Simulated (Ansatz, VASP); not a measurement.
# Bi (Bismuth): VASP beside Ansatz

Wanted: the spread between two codes on one cell, functional and k mesh. The cell is taken from a series of runs on this material, whose earlier steps may have relaxed, scaled, displaced or heated it; both programs get it as it stands.

Calculated with Ansatz 0.2.0; plane waves, with VASP 6.6.1 beside it; zone-centre phonons at PBEsol.

**1. Starting point**

Symmetry: R-3m, No. 166, trigonal system. The conventional cell has a = 4.576 Å, b = 4.576 Å, c = 11.186 Å, α = 90.00°, β = 90.00°, γ = 120.00°. Nearest to Bi lie 6 Bi at 3.09 to 3.39 Å.

**2. VASP: zone-centre phonons, PBEsol**

Second derivatives magnify differences that forces hide, and they need a tight electronic threshold.

Lines of VASP's logs that name or quote its potential files are left out, and so is its time.

Input file INCAR:

```
SYSTEM = Bi
PREC = Accurate
ENCUT = 500
EDIFF = 1E-08
NELM = 120
ISMEAR = 1
SIGMA = 0.2
LREAL = .FALSE.
ALGO = Normal
GGA = PS
NBANDS = 21
LORBIT = 11
LWAVE = .FALSE.
LCHARG = .FALSE.
ISIF = 2
IBRION = 8
LASPH = .TRUE.
GGA_COMPAT = .FALSE.
KPAR = 2
```

Input file POSCAR:

```
Bi
1.0
    2.2881957230      1.3210904166      3.7285513234
   -2.2881957230      1.3210904166      3.7285513234
    0.0000000000     -2.6421808332      3.7285513234
Bi
2
Direct
    0.2384201287      0.2384201273      0.2384201287
    0.7615798713      0.7615798727      0.7615798713
```

Input file KPOINTS:

```
Automatic mesh
0
Gamma
12 12 12
0 0 0
```

Potentials, in the order of the species: Bi_d (PBE family, release 64).

Command:

```sh
> mpirun -np 2 vasp_std
```

Numbers of over 12 decimals in the logs are rounded to 6 here.

Output:

```text
[banner, memory and clock lines left out]
running    2 mpi-ranks, on    1 nodes
 distrk:  each k-point on    1 cores,    2 groups
 distr:  one band on    1 cores,    1 groups

 POSCAR found type information on POSCAR Bi
 POSCAR found :  1 types and       2 ions
|                                                                             |
|               ----> ADVICE to this user running VASP <----                  |
|                                                                             |
|     You enforced a specific xc type in the INCAR file but a different       |
|     [... a line on the potential file left out ...]
|     I HOPE YOU KNOW WHAT YOU ARE DOING!                                     |
|                                                                             |

 LDA part: xc-table for (Slater+PW92), standard interpolation
 POSCAR, INCAR and KPOINTS ok, starting setup
 FFT: planning ... GRIDC
 FFT: planning ... GRID_SOFT
 FFT: planning ... GRID
 WAVECAR not read
 entering main loop
       N       E                     dE             d eps       ncg     rms          rms(c)
DAV:   1     0.301531072652E+03    0.30153E+03   -0.16048E+04  7943   0.169E+03
DAV:   2     0.165409156256E+02   -0.28499E+03   -0.27885E+03  8018   0.441E+02
DAV:   3    -0.773748549566E+01   -0.24278E+02   -0.23960E+02  9452   0.146E+02
DAV:   4    -0.857159538955E+01   -0.83411E+00   -0.83339E+00  9620   0.297E+01
DAV:   5    -0.860800886809E+01   -0.36413E-01   -0.36412E-01 11089   0.556E+00    0.101E+00
DAV:   6    -0.859751496513E+01    0.10494E-01   -0.21170E-02 10402   0.169E+00    0.586E-01
DAV:   7    -0.859358565500E+01    0.39293E-02   -0.12338E-02 10389   0.137E+00    0.119E-01
DAV:   8    -0.859351982089E+01    0.65834E-04   -0.13032E-03  9307   0.464E-01    0.145E-02
DAV:   9    -0.859352312809E+01   -0.33072E-05   -0.56246E-05 11622   0.755E-02    0.707E-03
DAV:  10    -0.859352271257E+01    0.41552E-06   -0.28130E-06 10045   0.127E-02    0.128E-03
DAV:  11    -0.859352287974E+01   -0.16717E-06   -0.26724E-07 10846   0.455E-03    0.640E-04
DAV:  12    -0.859352284673E+01    0.33014E-07   -0.40738E-08  7848   0.263E-03    0.198E-04
DAV:  13    -0.859352288837E+01   -0.41640E-07   -0.67960E-09  5219   0.106E-03    0.498E-05
DAV:  14    -0.859352289053E+01   -0.21628E-08   -0.11593E-09  5079   0.419E-04
   1 F= -.85935229E+01 E0= -.85943320E+01  d E =0.242724E-02
 Linear response reoptimize wavefunctions to high precision
DAV:   1    -0.859352289258E+01   -0.20455E-08   -0.44732E-10  5239   0.269E-04
DAV:   2    -0.859352289256E+01    0.17280E-10   -0.16215E-10  4859   0.138E-04
 Linear response DOF=           2
 Linear response progress:
  Degree of freedom:   1/  2
       N       E                     dE             d eps       ncg     rms          rms(c)
RMM:   1    -0.329214946552E+00   -0.32921E+00    0.21652E-01 48350   0.837E+00
RMM:   2    -0.337867553159E+00   -0.86526E-02   -0.20015E-02 62332   0.118E+00    0.464E-02
RMM:   3    -0.338090921766E+00   -0.22337E-03   -0.16809E-03 66845   0.331E-01    0.267E-02
RMM:   4    -0.337990094776E+00    0.10083E-03   -0.13086E-04 68691   0.103E-01    0.622E-03
RMM:   5    -0.337996242273E+00   -0.61475E-05   -0.17071E-05 66002   0.337E-02    0.231E-03
RMM:   6    -0.337998877402E+00   -0.26351E-05   -0.65329E-07 69174   0.147E-02    0.996E-04
RMM:   7    -0.337995291901E+00    0.35855E-05    0.14197E-06 67955   0.493E-03    0.315E-04
RMM:   8    -0.337991501845E+00    0.37901E-05    0.96780E-07 69618   0.184E-03    0.113E-04
RMM:   9    -0.337989499270E+00    0.20026E-05    0.12376E-06 70486   0.757E-04    0.302E-05
RMM:  10    -0.337989360070E+00    0.13920E-06    0.72862E-07 72358   0.350E-04    0.228E-05
RMM:  11    -0.337989151532E+00    0.20854E-06    0.41622E-07 70366   0.198E-04    0.122E-05
RMM:  12    -0.337988691648E+00    0.45988E-06    0.22800E-07 68896   0.125E-04    0.452E-06
RMM:  13    -0.337988796319E+00   -0.10467E-06    0.66658E-08 73056   0.765E-05    0.276E-06
RMM:  14    -0.337988720397E+00    0.75922E-07    0.48416E-08 70552   0.551E-05    0.809E-07
RMM:  15    -0.337988692151E+00    0.28247E-07    0.21713E-09 74015   0.463E-05    0.241E-07
RMM:  16    -0.337988704756E+00   -0.12605E-07    0.39226E-09 59589   0.418E-05    0.450E-07
RMM:  17    -0.337988694278E+00    0.10478E-07   -0.73403E-09 49493   0.399E-05    0.172E-07
RMM:  18    -0.337988690312E+00    0.39662E-08   -0.68219E-09 45296   0.390E-05    0.712E-08
 first order change of Fermi-energy  -0.10733E-04
 force on displaced ion       1 direction 1 :  -0.916   0.000   0.000
 Linear response progress:
  Degree of freedom:   2/  2
       N       E                     dE             d eps       ncg     rms          rms(c)
RMM:   1    -0.328540185983E+00   -0.32854E+00    0.26212E-01 10510   0.855E+00
RMM:   2    -0.337046325095E+00   -0.85061E-02   -0.19111E-02 13593   0.117E+00    0.390E-02
RMM:   3    -0.337170359026E+00   -0.12403E-03   -0.15815E-03 14572   0.320E-01    0.219E-02
RMM:   4    -0.336977523603E+00    0.19284E-03   -0.13084E-04 14825   0.102E-01    0.535E-03
RMM:   5    -0.336985614683E+00   -0.80911E-05   -0.16504E-05 14885   0.312E-02    0.305E-03
RMM:   6    -0.336999061339E+00   -0.13447E-04   -0.28866E-06 14215   0.139E-02    0.776E-04
RMM:   7    -0.337000545094E+00   -0.14838E-05   -0.37177E-07 14786   0.444E-03    0.521E-04
RMM:   8    -0.336998301185E+00    0.22439E-05   -0.35980E-08 13169   0.161E-03    0.792E-05
RMM:   9    -0.336997759612E+00    0.54157E-06   -0.23066E-08 15401   0.730E-04    0.468E-05
RMM:  10    -0.336997549926E+00    0.20969E-06   -0.53536E-09 15066   0.274E-04    0.299E-05
RMM:  11    -0.336997395336E+00    0.15459E-06   -0.16345E-08 14764   0.149E-04    0.684E-06
RMM:  12    -0.336997425383E+00   -0.30047E-07   -0.15807E-08 15803   0.852E-05    0.203E-06
RMM:  13    -0.336997425661E+00   -0.27772E-09   -0.88561E-10 14927   0.564E-05    0.861E-07
 first order change of Fermi-energy   0.33462E+00
 force on displaced ion       1 direction 3 :   0.000  -0.000  -3.302
 Linear response finished
```

Parts of OUTCAR (step 2):

```text
ion  position               nearest neighbor table
   1  0.238  0.238  0.238-   2 3.09   2 3.09   2 3.09   2 3.39   2 3.39   2 3.39
   2  0.762  0.762  0.762-   1 3.09   1 3.09   1 3.09   1 3.39   1 3.39   1 3.39

  LATTYP: Found a trigonal (rhomboedric) cell.
 ALAT       =     4.5698155900
 COS(alpha) =     0.4985599885

 Subroutine GETGRP returns: Found 12 space group operations
 (whereof 12 operations were pure point group operations)

The static configuration has the point symmetry D_3d.

 Found    189 irreducible k-points:

   k-points           NKPTS =    189   k-points in BZ     NKDIM =    189   number of bands    NBANDS=     21

   dimension x,y,z NGX =    36 NGY =   36 NGZ =   36
   dimension x,y,z NGXF=    72 NGYF=   72 NGZF=   72

   ENCUT  =  500.0 eV  36.75 Ry    6.06 a.u.   8.33  8.33  8.33*2*pi/ulx,y,z

   NELECT =      30.0000    total number of electrons

 k-points in reciprocal lattice and weights: Automatic mesh
   0.00000000  0.00000000  0.00000000       0.001
   0.08333333 -0.00000000  0.00000000       0.003
   0.16666667 -0.00000000  0.00000000       0.003
   0.25000000  0.00000000  0.00000000       0.003
   0.33333333 -0.00000000  0.00000000       0.003
   0.41666667 -0.00000000  0.00000000       0.003
   0.50000000  0.00000000  0.00000000       0.002
   0.08333333  0.08333333  0.00000000       0.003
   0.16666667  0.08333333  0.00000000       0.007
[...]
-0.41666667  0.50000000  0.41666667       0.003
   0.50000000  0.50000000  0.50000000       0.001

 average (electrostatic) potential at core
       1-103.9455       2-103.9455

  Total       -0.0356625     -0.0356625      0.5289456      0.0000000      0.0000000     -0.0000000
  in kB       -0.8448997     -0.8448997     12.5315428      0.0000000      0.0000000     -0.0000000
  external PRESSURE =       3.6139145 kB  Pullay stress =       0.0000000 kB

  energy-cutoff  :      500.00
  volume of cell :       67.63
      direct lattice vectors                 reciprocal lattice vectors
     2.288195723  1.321090417  3.728551323     0.218512776  0.126158410  0.089400227
    -2.288195723  1.321090417  3.728551323    -0.218512776  0.126158410  0.089400227
     0.000000000 -2.642180833  3.728551323     0.000000000 -0.252316820  0.089400227

 POSITION                                       TOTAL-FORCE (eV/Angst)
 -----------------------------------------------------------------------------------
      0.00000     -0.00000      2.66689         0.000000      0.000000      0.003238
     -0.00000      0.00000      8.51877         0.000000      0.000000     -0.003238
 -----------------------------------------------------------------------------------
    total drift:                               -0.000000      0.000000      0.000000

 Eigenvectors and eigenvalues of the dynamical matrix
 ----------------------------------------------------

   1 f  =    2.778956 THz    17.460695 2PiTHz   92.695990 cm-1    11.492833 meV
             X         Y         Z           dx          dy          dz
      0.000000 -0.000000  2.666885     0.000000    0.000000   -0.707107
     -0.000000  0.000000  8.518769     0.000000    0.000000    0.707107

   2 f  =    1.464006 THz     9.198623 2PiTHz   48.833995 cm-1     6.054641 meV
             X         Y         Z           dx          dy          dz
      0.000000 -0.000000  2.666885    -0.707107    0.000000    0.000000
     -0.000000  0.000000  8.518769     0.707107    0.000000    0.000000

   3 f  =    1.464006 THz     9.198623 2PiTHz   48.833995 cm-1     6.054641 meV
             X         Y         Z           dx          dy          dz
      0.000000 -0.000000  2.666885     0.000000   -0.707107    0.000000
     -0.000000  0.000000  8.518769     0.000000    0.707107    0.000000

   4 f  =    0.000000 THz     0.000000 2PiTHz    0.000000 cm-1     0.000000 meV
             X         Y         Z           dx          dy          dz
      0.000000 -0.000000  2.666885     0.707107    0.000000    0.000000
     -0.000000  0.000000  8.518769     0.707107    0.000000    0.000000

   5 f  =    0.000000 THz     0.000000 2PiTHz    0.000000 cm-1     0.000000 meV
             X         Y         Z           dx          dy          dz
      0.000000 -0.000000  2.666885     0.000000    0.707107    0.000000
     -0.000000  0.000000  8.518769     0.000000    0.707107    0.000000

   6 f  =    0.000000 THz     0.000000 2PiTHz    0.000000 cm-1     0.000000 meV
             X         Y         Z           dx          dy          dz
      0.000000 -0.000000  2.666885     0.000000    0.000000    0.707107
     -0.000000  0.000000  8.518769     0.000000    0.000000    0.707107

 ELASTIC MODULI CONTR FROM IONIC RELAXATION (kBar)
 Direction    XX          YY          ZZ          XY          YZ          ZX
 --------------------------------------------------------------------------------
 XX        -154.9240     72.4911    -76.2584      0.0000    261.5158     -0.0000
 YY          72.4911   -154.9240    -76.2584     -0.0000   -261.5158      0.0000
 ZZ         -76.2584    -76.2584   -141.0927     -0.0000      0.0000      0.0000
 XY           0.0000     -0.0000     -0.0000   -113.7075     -0.0000    259.3990
 YZ         261.5158   -261.5158      0.0000     -0.0000   -601.4598      0.0000
 ZX          -0.0000      0.0000      0.0000    259.3990      0.0000   -591.7622
 --------------------------------------------------------------------------------
```

**3. Ansatz: zone-centre phonons, PBEsol**

Ansatz runs on its PAW soft_1 files.

The same cell, functional, mesh and smearing now go to Ansatz, which takes its cutoff from its data sets.

Input file input.yaml:

```yaml
crystal:
  lattice:
    - [2.288195723, 1.3210904166, 3.7285513234]
    - [-2.288195723, 1.3210904166, 3.7285513234]
    - [0.0, -2.6421808332, 3.7285513234]
  atoms:
    - { symbol: Bi, position: [0.2384201287, 0.2384201273, 0.2384201287] }
    - { symbol: Bi, position: [0.7615798713, 0.7615798727, 0.7615798713] }
kpoints:
  mp_grid: { grid: [12, 12, 12] }
hamiltonian:
  xc: pbesol
  pseudopotentials: { kind: paw, azcp: { folder: soft_1 }, xc_functional: pbe }
scf:
  occupations: { method: methfessel_paxton, width: 0.2 }
output:
  eigenvalues: true
phonons:
  method: dfpt
```

Command:

```sh
> ansatz run input.yaml --threads 4 --pin off --max-ram 10240MiB --backend cpu --events-out ev --progress --plain --runs-dir out
```

Output:

```text
Engine: ansatz 0.2.0, aarch64-unknown-linux-gnu
Pseudopotentials: kind: paw
Pseudopotential: Bi, paw, valence charge 15, recommended cutoff 420 eV (normal), soft_1/Bi.paw.azcp
Functional definition: PBEsol
  exchange = pbesol_x
  correlation = pbesol_c
Crystal: 2 atoms, lattice volume = 67.627 Å³
Basis set: ecut = 420 eV, 1363 PW (Γ), exchange–correlation on 64×64×64 points (8 copies of the dense FFT grid, shifted against one another)
Bands: 19, of which v1, the nominal top of the filled ones, is band 15 counted from 1 (14 counted from 0)
Symmetry: 12 space group operations
k-points: 476 of 1728 (irreducible under 2 space group operations, time reversal used)
Non-local potential: Bi, projectors of the file, l = 0: 2, l = 1: 2, l = 2: 2, l = 3: 1
PAW form: soft (Blöchl's): semilocal exchange-correlation on the pseudo side does not see the compensation charge
PAW frozen core: Bi, regenerated for the run's functional, and the local potential with it (the file was generated under x = pbe(κ = 0.804, μ = 0.219515), c = pbe(β = 0.066725))
PAW one-centre angular grid: Bi, 590 points (default); XC on 64 Gauss nodes
Initial density: superposition of atomic densities (chi_scale 0.1, normalization cell)
Initial wavefunctions: pseudopotential atomic-orbital guess
Functional: x = pbesol(κ = 0.804, μ = 0.123457), c = pbesol(β = 0.046)
SCF iter   1: F=—  HF=-24488.932132 eV  |F-HF|=—  |Δ(HF+E_count)|=         —  Δρ=1.08e-2  dr2=6.63e-2  ethr=3.10e-3  ⟨swp⟩=5.4  Hψ=43345  notcnv=0
preconditioner: auto → Kerker (q_TF=auto, 2.383 Å⁻¹)  [metal: Δε(μ)=0.072 eV  Ē_g=20.265 eV  σ=0.200 eV  W_gap=0.29  n_scr=14 (ndim 8)  ℏωp=24.7 eV  f_vac=0.000  D(μ)=0.24/eV (n_scr^D=0)]
SCF iter   2: F=—  HF=-24488.923410 eV  |F-HF|=—  |Δ(HF+E_count)|=   8.72e-3  S|Δr|=    0.00e0  Δρ=6.93e-3  dr2=2.81e-2  ethr=2.21e-4  ⟨swp⟩=1.0  Hψ=12852  notcnv=0
SCF iter   3: F=—  HF=-24488.920117 eV  |F-HF|=—  |Δ(HF+E_count)|=   3.29e-3  S|Δr|=    0.00e0  Δρ=8.24e-4  dr2=6.10e-4  ethr=9.37e-5  ⟨swp⟩=2.0  Hψ=16190  notcnv=0
SCF iter   4: F=—  HF=-24488.920089 eV  |F-HF|=—  |Δ(HF+E_count)|=   2.79e-5  S|Δr|=    0.00e0  Δρ=3.44e-4  dr2=9.08e-5  ethr=2.03e-6  ⟨swp⟩=2.0  Hψ=16190  notcnv=0
SCF iter   5: F=—  HF=-24488.920078 eV  |F-HF|=—  |Δ(HF+E_count)|=   1.12e-5  S|Δr|=    0.00e0  Δρ=1.34e-4  dr2=2.12e-5  ethr=3.03e-7  ⟨swp⟩=2.0  Hψ=15063  notcnv=0
SCF iter   6: F=—  HF=-24488.920083 eV  |F-HF|=—  |Δ(HF+E_count)|=   4.99e-6  S|Δr|=    0.00e0  Δρ=3.67e-5  dr2=1.48e-6  ethr=7.07e-8  ⟨swp⟩=3.0  Hψ=16202  notcnv=0
SCF iter   7: F=—  HF=-24488.920081 eV  |F-HF|=—  |Δ(HF+E_count)|=   1.29e-6  S|Δr|=    0.00e0  Δρ=5.65e-6  dr2=4.30e-8  ethr=4.94e-9  ⟨swp⟩=2.9  Hψ=16136  notcnv=0
SCF iter   8: F=—  HF=-24488.920081 eV  |F-HF|=—  |Δ(HF+E_count)|=   3.70e-9  S|Δr|=    0.00e0  Δρ=1.24e-6  dr2=1.97e-9  ethr=1.43e-10  ⟨swp⟩=2.2  Hψ=12411  notcnv=0
SCF iter   9: F=—  HF=-24488.920081 eV  |F-HF|=—  |Δ(HF+E_count)|=  2.91e-10  S|Δr|=    0.00e0  Δρ=2.59e-7  dr2=8.90e-11  ethr=6.57e-12  ⟨swp⟩=3.0  Hψ=16550  notcnv=0
SCF iter  10: F=—  HF=-24488.920081 eV  |F-HF|=—  |Δ(HF+E_count)|=  1.82e-11  S|Δr|=    0.00e0  Δρ=9.40e-8  dr2=1.47e-11  ethr=1.00e-12  ⟨swp⟩=5.8  Hψ=35569  notcnv=0
SCF iter  11: F=-24488.920081 eV  HF=-24488.920081 eV  |F-HF|=1.46e-11  |Δ(HF+E_count)|=  2.91e-11  S|Δr|=    0.00e0  Δρ=3.63e-8  dr2=1.19e-12  ethr=1.00e-12  ⟨swp⟩=5.0  Hψ=34891  notcnv=0
SCF 1 converged in 11 iterations: F = -24488.920081 eV  dr2 = 1.19e-12
  greatest PAW one-centre occupation: 0.988 electrons in one spin orbital (limit 2), on the Bi atom at site 1 (counted from 0), in its partial waves of l = 2
DFPT response loops at Γ: preconditioner auto → Kerker (q_TF=auto, 2.383 Å⁻¹) (partly filled bands, converged f_vac=0.000); β = 1.00, the filter's whole step (`scf.mixing.beta` (0.50) is not read by the response loops under this deck's `scf.mixing.preconditioner`; to damp them name `kerker` or `kerker_dos`, under which they read `scf.mixing.beta`, and type it under 1.00, their step now; both keys bind the ground state too); Broyden in place of MSR1
SCF converged after 11 iterations
Stability not checked: this state was not tested for a lower state beside it, because cold or Methfessel-Paxton smearing, or corrected tetrahedra, fill the levels in a way that the test cannot read (fill_not_monotonic; see scf.lower_state_search)
Free energy (F): -24488.920081 eV
Harris-Foulkes:  -24488.920081 eV  (|F-HF|=1.46e-11)
Internal energy: -24488.922488 eV  (E = F + TS)
E sigma→0 (E₀):  -24488.920683 eV
Entropy (-TS):   0.002406 eV (1.203 meV/atom)
Fermi energy:    10.130301 eV
--- Per-component energies (eV) ---
  E_band       = -204.767603
  E_kinetic    = 509.059252
  E_local      = -2644.467793  (includes V_loc(G=0)·N_el)
  E_nonlocal   = 820.671825
  E_hartree    = 981.809988
  E_xc         = -300.796939
  E_vxc        = -261.887574  (∫ρ·V_xc dr)
  E_paw        = -21019.201296  (= ΣΔE_a)
  E_vpaw       = -591.763711  (= ΣTr[D̂ρ^β])
  E_aug_tail   = 0.000414  (compensation charges beyond the density's cutoff)
  E_ewald      = -2836.177527
  E_core_change = 0.179589  (= ΣΔE_core)
  E_smearing   = 0.002406  (= −TS)
  E_closure    = 0.000000  (closes the sum)
  Σ components = -24488.920081   (vs F -24488.920081, Δ=0.00e0)
--- Band table (eV; the first three rows and the last of 476) ---
  k-point 0: bands = [... 11 lower, 2.8119, 8.7258, 8.7258, 8.9313, 12.9990, 13.3117, 13.3117, 15.5897]
  k-point 1: bands = [... 11 lower, 2.6327, 8.7405, 8.7802, 8.9527, 12.7932, 12.9759, 13.0969, 15.2558]
  k-point 2: bands = [... 11 lower, 2.1479, 8.7884, 8.8966, 9.0265, 12.1435, 12.4447, 12.5729, 15.0845]
  k-point 475: bands = [... 11 lower, -0.1018, 9.1540, 9.4985, 9.4985, 10.3917, 10.3917, 10.4291, 17.7503]
--- Phonons (Γ-DFPT): 2 representative perturbations + reference, on 476 of 1728 k-points (Σ response iterations 6) ---
  k mesh reduced under 2 symmetry operations, with k and −k counted as one. Each operation leaves every solved perturbation unchanged. A smaller set is not used because it would not reduce the number of displacements times k-points to solve
  ASR residual: 2.454e-5 → 0.000e0 eV/Å²; symmetrization residual: 8.321e-7 eV/Å²
  ASR residual per site (eV/Å²): 2.45e-5 2.45e-5
  Γ frequencies (cm⁻¹): 0.00 0.00 0.00 48.93 48.93 92.57
  non-analytic LO–TO correction: not included (Born effective charges unavailable; polar crystals: no LO–TO splitting at Γ)
```

**4. Differences**

Known differences besides the potentials themselves: the cutoff is 420 eV in Ansatz and 500 eV in VASP; Ansatz makes its cores anew for this functional, VASP keeps those of its PBE data sets. Total energies have different zeros and are not compared.

Compared:

```tsv
quantity	Ansatz	VASP	difference
optical mode 1 to 2 (cm⁻¹)	48.9	48.8	+0.1
optical mode 3 (cm⁻¹)	92.6	92.7	-0.14 %
```

Modes are paired by rising frequency, not by their patterns, so a pair may set unlike modes beside each other; they are those without the splitting of longitudinal modes.

**5. Outcome**

```json
{
  "r.m.s. difference of the optical zone-centre modes, each program's sorted by frequency (zone-centre phonons, PBEsol)": "0.11 cm⁻¹"
}
```

The r.m.s. difference of the optical zone-centre modes, each program's sorted by frequency is 0.11 cm⁻¹ (zone-centre phonons, PBEsol). How closely two codes agree says nothing of how well the functional describes the real material.

[Lines on the potential files, build, host, timing and source positions are cut from VASP's logs without a mark.]

[Logs are printed without paths, hosts, clocks, repeated set-up lines and the standing remarks that a program may print on its own settings, such as how far it seeks lower states.]

[Hosts, paths, dates, database ids (printed as entryN), source tags and the programs' standing remarks are cut or masked in the printed files.]
